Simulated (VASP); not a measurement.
An input for Ansatz (written as the equivalent of a VASP run, and not itself run):

Ansatz 0.2 input:
```yaml
crystal:
  lattice:
    - [1.5694397, -2.7183491, 0.0000000]
    - [1.5694397, 2.7183491, 0.0000000]
    - [0.0000000, 0.0000000, 12.1915935]
  atoms:
    - { symbol: Mo, position: [0.3333330, 0.6666670, 0.2500000] }
    - { symbol: Mo, position: [0.6666670, 0.3333330, 0.7500000] }
    - { symbol: S, position: [0.3333330, 0.6666670, 0.8780028] }
    - { symbol: S, position: [0.6666670, 0.3333330, 0.3780028] }
    - { symbol: S, position: [0.6666670, 0.3333330, 0.1219972] }
    - { symbol: S, position: [0.3333330, 0.6666670, 0.6219972] }
kpoints:
  mp_grid: { grid: [7, 7, 2] }
hamiltonian:
  xc: pbesol
  pseudopotentials: { kind: paw }
scf:
  occupations: { method: gaussian, width: 0.05 }
  max_iter: 100
relax:
  max_steps: 60
  f_tol: 0.02
  cell: {}
output: { forces: true, stress: true, eigenvalues: true }
```

Q: Write the VASP files for the same calculation (PBEsol).

A: Several could match; the one computed here: 
KPOINTS:
```
Automatic mesh
0
Gamma
7 7 2
0 0 0
```

### POSCAR
```
MoS2
1.0
  1.5694397157  -2.7183490566   0.0000000000
  1.5694397157   2.7183490566   0.0000000000
  0.0000000000   0.0000000000  12.1915935107
Mo S
2 4
Direct
  0.3333330000   0.6666670000   0.2500000000
  0.6666670000   0.3333330000   0.7500000000
  0.3333330000   0.6666670000   0.8780027973
  0.6666670000   0.3333330000   0.3780027973
  0.6666670000   0.3333330000   0.1219972027
  0.3333330000   0.6666670000   0.6219972027
```

### INCAR
```
ALGO=Normal
EDIFF=1E-6
EDIFFG=-0.02
ENCUT=400
GGA=PS
IBRION=2
ISIF=3
ISMEAR=0
LASPH=.TRUE.
LCHARG=.FALSE.
LMAXMIX=4
LREAL=.FALSE.
LWAVE=.FALSE.
NELM=100
NSW=60
PREC=Accurate
SIGMA=0.05
SYSTEM=MoS2
```

POTCAR, in this order: Mo_sv S (PBE.64 set). Program: vasp_std.

Limits of the translation: each code has its own PAW files, so the cut-off isn't converted (ENCUT is set for VASP's; basis.ecutwfc is left out, and Ansatz then takes the one that its files recommend); Ansatz stops its SCF on the density residual and VASP on the energy change (EDIFF).

The compound is MoS2 in the 2H layered structure. This run relaxes it. Symmetry was kept, so distortions that lower it aren't found. The start is the result of an earlier pass.
